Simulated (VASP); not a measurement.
These are PBE GGA with D3 dispersion (Becke-Johnson damping), VASP's PBE PAW potentials (set 64) (plane waves; VASP) values and carry that method's errors.

VASP ran on this input.

File POSCAR:
```
Na
3.5272190
 -0.5773502770   0.5773502770   0.5773502770
  0.5773502770  -0.5773502770   0.5773502770
  0.5773502770   0.5773502770  -0.5773502770
Na
1
Cartesian
  0.0000000000   0.0000000000   0.0000000000
```

KPOINTS:
```
Automatic mesh
0
Gamma
14 14 14
0 0 0
```

INCAR:
```
# general
SYSTEM = Na
PREC   = Accurate
ENCUT  = 520
LREAL  = F
LASPH  = T

# electronic loop
EDIFF  = 1E-7
NELM   = 100
ALGO   = Normal

# smearing
ISMEAR = -5

# functional
GGA    = PE
IVDW   = 12

# ions
ISIF   = 2

# output
LWAVE  = F
LCHARG = T
LORBIT = 11
NEDOS  = 601
```

POTCAR, in this order: Na_pv (PBE.64 set). Program: vasp_std.

Output of the run:

**OSZICAR**
```
       N       E                     dE             d eps       ncg     rms          rms(c)
DAV:   1     0.198376032474E+02    0.19838E+02   -0.40419E+03  1463   0.873E+02
DAV:   2    -0.917079956909E+00   -0.20755E+02   -0.20742E+02  1533   0.138E+02
DAV:   3    -0.130122359102E+01   -0.38414E+00   -0.38414E+00  1897   0.267E+01
DAV:   4    -0.130429123290E+01   -0.30676E-02   -0.30677E-02  1792   0.214E+00
DAV:   5    -0.130432927138E+01   -0.38038E-04   -0.38041E-04  1897   0.198E-01    0.213E-01
DAV:   6    -0.130370795363E+01    0.62132E-03   -0.56466E-04  1743   0.379E-01    0.141E-01
DAV:   7    -0.130327660409E+01    0.43135E-03   -0.11178E-03  1652   0.455E-01    0.166E-02
DAV:   8    -0.130327099968E+01    0.56044E-05   -0.45838E-05  1792   0.154E-01    0.210E-03
DAV:   9    -0.130327101505E+01   -0.15371E-07   -0.19760E-07  1624   0.595E-03
   1 F= -.14718929E+01 E0= -.14718929E+01  d E =0.000000E+00
```

### OUTCAR
```
------------------------ aborting loop because EDIFF is reached ----------------------------------------
 Edisp (eV)   -0.16862
  FORCE on cell =-STRESS in cart. coord.  units (eV):
  Direction    XX          YY          ZZ          XY          YZ          ZX
  --------------------------------------------------------------------------------------
  Total       0.00260     0.00260     0.00260    -0.00000     0.00000     0.00000
  in kB       0.12331     0.12331     0.12331    -0.00000     0.00000     0.00000
  external pressure =        0.12 kB  Pullay stress =        0.00 kB
  volume of cell :       33.78
      direct lattice vectors                 reciprocal lattice vectors
    -2.036440867  2.036440867  2.036440867     0.000000000  0.245526403  0.245526403
     2.036440867 -2.036440867  2.036440867     0.245526403  0.000000000  0.245526403
     2.036440867  2.036440867 -2.036440867     0.245526403  0.245526403  0.000000000
 POSITION                                       TOTAL-FORCE (eV/Angst)
 -----------------------------------------------------------------------------------
      0.00000      0.00000      0.00000         0.000000      0.000000      0.000000
 -----------------------------------------------------------------------------------
    total drift:                                0.000000      0.000000      0.000000
  FREE ENERGIE OF THE ION-ELECTRON SYSTEM (eV)
  ---------------------------------------------------
  free  energy   TOTEN  =        -1.4718929189 eV

  energy  without entropy=       -1.4718929189  energy(sigma->0) =       -1.47189292

 total charge

# of ion       s       p       d       tot
------------------------------------------
    1        0.104   5.967   0.000   6.072
```
(Selected blocks of OUTCAR.)

For a metal the tetrahedron method with Blöchl corrections gives inexact stress and forces.

The compound is Na in the bcc structure. It was relaxed first, which changed the volume by -13 %.
